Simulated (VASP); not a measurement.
# Li9Os2O12 (a cell with a defect) in VASP: a series of runs, part 2 of 3

VASP 6.6.1. Earlier steps stand in the parts before.

## (3) Single point, PBEsol

Input file INCAR:

```
SYSTEM = Li9Os2O12
  PREC = Accurate
  ENCUT = 520
  EDIFF = 1E-6
  ISMEAR = -1
  SIGMA = 0.05
  LREAL = Auto
  LASPH = .TRUE.
  NELM = 80
  ALGO = Fast
  ISIF = 2
  LWAVE = .FALSE.
  LCHARG = .FALSE.
  GGA = PS
  NBANDS = 74
  NELECT = 116.0
```

Input file KPOINTS:

```
Automatic mesh
0
G
  2 2 2
  0 0 0
```

Input file POSCAR:

```
Li9Os2O12
1.0
    0.8639670000      4.4317680000      4.7791600000
    0.8639670000     -4.4317680000      4.7791600000
    5.1029490000      0.0000000000      0.0000000000
Li Os O
9 2 12
Direct
    0.3265401889      0.6694507384      0.4851893888
    0.6556106098      0.3417403891      0.5036541908
    0.4595316076      0.0486120829      0.2113837744
    0.0068192847      0.5054464691      0.2536414323
    0.2785411237      0.2333898432      0.6487637910
    0.8638576478      0.1812632521     -0.0052224642
    0.1774903478      0.8507656637     -0.0129884233
    0.9298830495      0.5734564495      0.7676667517
    0.6402494851      0.9162792773      0.7282476299
   -0.0098626303      0.0021416082      0.4883589290
    0.5012716189      0.4954725789      0.0146671867
    0.5437203059      0.2249084908      0.8967814659
    0.9625351939      0.2670114210      0.6339103722
    0.2581050841      0.9724249672      0.5787756537
    0.2496770520      0.5424495979      0.8678567461
    0.3900532451      0.3841413833      0.3263057086
    0.0910721908      0.1460615314      0.1966949482
    0.0499443197      0.7615790442      0.3332917091
    0.4641258114      0.7532429312      0.1337135800
    0.7927884963      0.4389342332      0.1467449917
    0.7051538768      0.0609640184      0.4248914540
    0.9079637066      0.8474912269      0.8262957101
    0.6485966180      0.5985263074      0.6723224056
```

Potentials or basis: VASP PAW PBE potentials, release 64 (Li_sv, Os, O).

Run with:

```bash
$ cat potpaw_PBE.64/Li_sv/POTCAR potpaw_PBE.64/Os/POTCAR potpaw_PBE.64/O/POTCAR > POTCAR
$ mpirun -np 1 vasp_std > vasp.out
```

It took 8.1 min on 1 thread of Intel Xeon Platinum 8259CL at 2.50GHz (Skylake/Cascade Lake), shared host; peak memory 0.35 GiB.

It converged, with:

```yaml
Free_energy: -136.9367 eV
Largest_force: 5.756 eV/Å
Band_gap_on_the_k_mesh: none (metal or under the smearing width)
```

Forces on the atoms (eV/Å):
```
Li   0.415 -0.015  0.327
Li   0.275  0.326  0.559
Li   0.527  0.180 -0.091
Li   0.344  0.801  0.335
Li   0.623 -0.556  0.284
Li  -0.093 -0.603 -0.338
Li  -0.528  0.188 -0.175
Li   0.098  0.316 -0.582
Li   0.968 -0.069 -1.388
Os   2.663 -1.869 -1.271
Os  -4.009  2.145  3.530
O   -0.245 -0.030 -0.281
O    0.268  0.380 -0.071
O    1.269  1.949  0.758
O   -0.128 -0.236 -0.209
O    3.232 -0.018 -2.155
O   -3.752  0.133  2.021
O    0.150  0.666 -1.008
O   -0.296 -0.907  0.874
O   -1.807 -2.416 -1.854
O   -0.982  1.311  0.649
O   -0.233 -0.917  1.051
O    1.240 -0.758 -0.965
```

Levels at points of the mesh, in eV from the Fermi level:
```
           k point  band 55  band 56  band 57  band 58  band 59  band 60  band 61  band 62
(0.00, 0.00, 0.00)    -1.67    -1.55    -1.44    -0.10    -0.02     0.04     0.26     0.32
(0.50, 0.00, 0.00)    -1.80    -1.50    -1.43     0.00     0.09     0.15     0.29     0.38
(0.00, 0.50, 0.00)    -1.70    -1.65    -1.46    -0.02     0.09     0.22     0.34     0.39
(0.50, 0.50, 0.00)    -1.65    -1.57    -1.37    -0.23     0.11     0.14     0.24     0.34
(0.00, 0.00, 0.50)    -1.85    -1.79    -1.62     0.09     0.21     0.24     0.29     0.36
(0.50, 0.00, 0.50)    -1.78    -1.67    -1.59    -0.21    -0.01     0.14     0.23     0.57
(0.00, 0.50, 0.50)    -1.73    -1.71    -1.54    -0.26    -0.02     0.19     0.26     0.60
(0.50, 0.50, 0.50)    -1.78    -1.62    -1.51     0.07     0.16     0.22     0.39     0.44
```

Caveat: the k mesh is coarse (spacing up to 0.63 Å⁻¹), so the values aren't converged; the cell carries a net charge on a neutralising background, which shifts energy and pressure; the cell is charged against a uniform background, so pressure and absolute levels hang on convention; the cutoff is under 1.25 times the usual one of these potentials, so pressure, stress and relaxed cells hold a basis-set (Pulay) error; the PAW data sets were made with another functional, which shifts forces and pressure a little. Spin-orbit coupling is left out, which matters for the levels of Os.

## (4) Single point, PBEsol

Input file INCAR:

```
ALGO = Fast ; EDIFF = 1E-6
ENCUT = 520 ; GGA = PS
ISIF = 2 ; ISMEAR = -1
LASPH = True ; LCHARG = True
LELF = True ; LREAL = Auto
LVHAR = True ; LWAVE = False
NBANDS = 74 ; NELECT = 116.0
NELM = 100 ; PREC = Accurate
SIGMA = 0.05
```

Input file KPOINTS:

```
k-points
0
Gamma
  2 2 2
```

Input file POSCAR:

```
Li9Os2O12
1.0
    0.8639670000      4.4317680000      4.7791600000
    0.8639670000     -4.4317680000      4.7791600000
    5.1029490000      0.0000000000      0.0000000000
Li Os O
9 2 12
Direct
    0.3460985685      0.7294670120      0.5003277187
    0.6761142455      0.3320754782      0.5246294543
    0.4422348478      0.0783168810      0.3311537083
    0.0349632255      0.4788718417      0.2633503604
    0.3068936006      0.2720993605      0.6836378706
    0.8182531742      0.1644508993      0.0062270091
    0.1400659839      0.8712414425     -0.0075517594
    0.9144488254      0.5393840657      0.7814376273
    0.6203664301      0.8588265661      0.7510022273
   -0.0108851605      0.0053611773      0.4844791785
    0.5078915986      0.4892083101      0.0130588378
    0.5262406684      0.2298126966      0.9036137422
    0.9720809841      0.2594534278      0.6333778583
    0.2772793246      0.9767067315      0.5755882391
    0.2432845185      0.5067008345      0.8768728444
    0.3803985844      0.3646486624      0.3461927143
    0.0985163106      0.1452922248      0.1517862458
    0.0522190052      0.7490515109      0.3323428700
    0.4687726646      0.7897957868      0.1075923727
    0.7515764578      0.4562090108      0.1443896876
    0.7111329058      0.0593162945      0.3959979447
    0.8968785219      0.8817604020      0.8200385042
    0.6357682070      0.6133843638      0.7048813149
```

Potentials or basis: VASP PAW PBE potentials, release 64 (Li_sv, Os, O).

Run with:

```bash
$ cat potpaw_PBE.64/Li_sv/POTCAR potpaw_PBE.64/Os/POTCAR potpaw_PBE.64/O/POTCAR > POTCAR
$ mpirun -np 1 vasp_std > vasp.out
```

OUTCAR:

```text
EDIFF = 1E-6
   ENCUT = 520
   GGA = PS
   ISIF = 2
   ISMEAR = -1
   LASPH = True
   LREAL = Auto
   NELECT = 116.0
   NELM = 100
   PREC = Accurate

 ion  position               nearest neighbor table
   1  0.346  0.729  0.500-  14 1.73  19 2.06  18 2.20   3 2.45  10 2.84
   2  0.676  0.332  0.525-  21 1.97  20 2.02  13 2.09  12 2.11  23 2.15  16 2.23   5 2.51  10 2.84
                            11 2.87  11 2.99
   3  0.442  0.078  0.331-  14 1.65  21 1.83  16 1.90   5 2.37   1 2.45
   4  0.035  0.479  0.263-  18 1.87  20 2.06  13 2.24  15 2.24
   5  0.307  0.272  0.684-  16 1.77  12 1.92  15 1.92  14 2.12  13 2.26   3 2.37   2 2.51  11 2.86

   6  0.818  0.164  0.006-  12 2.05  17 2.06  21 2.07  13 2.08  20 2.12  22 2.19  11 2.82  10 2.85

   7  0.140  0.871  0.992-  18 1.86  22 1.92  17 2.05  14 2.25  10 2.80  10 2.90
   8  0.914  0.539  0.781-  23 1.93  20 2.05  13 2.07  15 2.26  22 2.28  11 2.81
   9  0.620  0.859  0.751-  23 1.65  22 1.92  19 1.97  21 2.15  11 2.73  10 2.81
  10  0.989  0.005  0.484-  22 1.85  17 1.91  13 1.91  21 1.93  18 1.94  14 2.00   7 2.80   9 2.81
                             1 2.84   2 2.84   6 2.85   7 2.90
  11  0.508  0.489  0.013-  20 1.80  23 1.81  12 1.85  16 1.91  15 1.95  19 2.08   9 2.73   8 2.81
[... 238 lines left out ...]
      3     -40.9422      2.00000
      4     -40.8593      2.00000
      5     -40.5374      2.00000
      6     -40.4487      2.00000
[... 573 lines left out ...]
     69      10.6026      0.00000
     70      10.7342      0.00000
 [bands above 70 left out]

------------------------ aborting loop because EDIFF is reached ----------------------------------------

  FORCE on cell =-STRESS in cart. coord.  units (eV):
  Direction    XX          YY          ZZ          XY          YZ          ZX
  --------------------------------------------------------------------------------------
  -------------------------------------------------------------------------------------
  Total       12.2615285      7.2771836      7.4910600      0.2678780      0.2066363     -4.4505506
  in kB       90.8814781     53.9379086     55.5231435      1.9854905      1.5315722    -32.9871287
  external PRESSURE =      66.7808434 kB  Pullay stress =       0.0000000 kB

 VOLUME and BASIS-vectors are now :
 -----------------------------------------------------------------------------
  energy-cutoff  :      520.00
  volume of cell :      216.16
      direct lattice vectors                 reciprocal lattice vectors
     0.863967000  4.431768000  4.779160000     0.000000000  0.112821790  0.104620896
     0.863967000 -4.431768000  4.779160000     0.000000000 -0.112821790  0.104620896
     5.102949000  0.000000000  0.000000000     0.195965117  0.000000000 -0.035426183

 POSITION                                       TOTAL-FORCE (eV/Angst)
 -----------------------------------------------------------------------------------
      3.48240     -1.69900      5.14030        -0.759561      1.100737     -0.967243
      3.54820      1.52470      4.81830        -0.132530     -0.093310      0.068308
      2.13960      1.61280      2.48780        -2.125876      0.300888      0.865657
      1.78780     -1.96730      2.45570        -0.227617      0.738591     -0.083718
      3.98880      0.15420      2.76710         0.733547     -0.413778     -1.201706
      0.88080      2.89750      4.69650         0.035052      0.335611     -0.144696
[... 15 lines left out ...]
      5.72130      0.06700      8.50040         0.358244      0.292889     -0.528903
      4.67620      0.09920      5.96990        -3.121966      1.500215     -0.200241
 -----------------------------------------------------------------------------------
    total drift:                               -0.014519      0.011939      0.017332

  FREE ENERGIE OF THE ION-ELECTRON SYSTEM (eV)
  ---------------------------------------------------
  free  energy   TOTEN  =      -136.6455086014 eV

  energy  without entropy=     -136.5344669834  energy(sigma->0) =     -136.58998779
```

stdout:

```text
POSCAR found type information on POSCAR LiOsO
 POSCAR found :  3 types and      23 ions
 scaLAPACK will be used
 -----------------------------------------------------------------------------
|                                                                             |
|                                                                             |
|     You enforced a specific xc type in the INCAR file but a different       |
|     I HOPE YOU KNOW WHAT YOU ARE DOING!                                     |
|                                                                             |
 -----------------------------------------------------------------------------

 LDA part: xc-table for (Slater+PW92), standard interpolation
 POSCAR, INCAR and KPOINTS ok, starting setup
 FFT: planning ... GRIDC
 FFT: planning ... GRID_SOFT
 FFT: planning ... GRID
 WAVECAR not read
 entering main loop
 the old and the new charge density differ
 old charge density:   115.00000 new  116.00000
    0.895E+01
```

It took 10 min on 1 thread of Intel Xeon Platinum 8259CL at 2.50GHz (Skylake/Cascade Lake), shared host; peak memory 0.35 GiB.

Results:

* Free energy: -136.6455 eV
* Largest force: 5.891 eV/Å
* Band gap on the k mesh: none (metal or under the smearing width)

Forces on the atoms (eV/Å):
```
Li  -0.760  1.101 -0.967
Li  -0.133 -0.093  0.068
Li  -2.126  0.301  0.866
Li  -0.228  0.739 -0.084
Li   0.734 -0.414 -1.202
Li   0.035  0.336 -0.145
Li  -0.175  0.570  0.694
Li   0.047  0.354  0.650
Li   0.819 -1.736  1.196
Os  -1.940  0.865  1.834
Os   1.973 -5.029 -2.351
O   -0.802  1.634  0.508
O   -0.191 -1.265  0.012
O    1.883 -1.219 -1.652
O    0.413 -0.926  1.262
O    0.000 -0.682  1.585
O    0.602 -0.105 -1.235
O    1.557 -0.967 -0.035
O   -0.450  1.292 -2.210
O    0.915  2.161  1.388
O    0.589  1.293  0.547
O    0.358  0.293 -0.529
O   -3.122  1.500 -0.200
```

Levels at points of the mesh, in eV from the Fermi level:
```
           k point  band 53  band 54  band 55  band 56  band 57  band 58  band 59  band 60  band 61  band 62
(0.00, 0.00, 0.00)    -1.83    -1.69    -1.55    -1.47    -1.34    -0.06    -0.03     0.08     0.21     0.30
(0.50, 0.00, 0.00)    -1.90    -1.72    -1.62    -1.56    -1.33     0.02     0.06     0.22     0.31     0.35
(0.00, 0.50, 0.00)    -1.84    -1.74    -1.62    -1.49    -1.42     0.00     0.10     0.25     0.30     0.36
(0.50, 0.50, 0.00)    -1.82    -1.73    -1.63    -1.55    -1.25    -0.21     0.08     0.17     0.28     0.36
(0.00, 0.00, 0.50)    -2.00    -1.86    -1.75    -1.64    -1.43     0.03     0.08     0.23     0.36     0.38
(0.50, 0.00, 0.50)    -1.88    -1.77    -1.63    -1.58    -1.29    -0.29     0.02     0.15     0.18     0.53
(0.00, 0.50, 0.50)    -1.96    -1.76    -1.61    -1.56    -1.44    -0.28     0.00     0.18     0.20     0.57
(0.50, 0.50, 0.50)    -1.93    -1.84    -1.60    -1.53    -1.34     0.02     0.16     0.19     0.31     0.47
```

Caveat: the k mesh is coarse (spacing up to 0.63 Å⁻¹), so the values aren't converged; the cell carries a net charge on a neutralising background, which shifts energy and pressure; the cell is charged against a uniform background, so pressure and absolute levels hang on convention; the cutoff is under 1.25 times the usual one of these potentials, so pressure, stress and relaxed cells hold a basis-set (Pulay) error; the PAW data sets were made with another functional, which shifts forces and pressure a little. Spin-orbit coupling is left out, which matters for the levels of Os.

(Continued in part 3 of 3.)
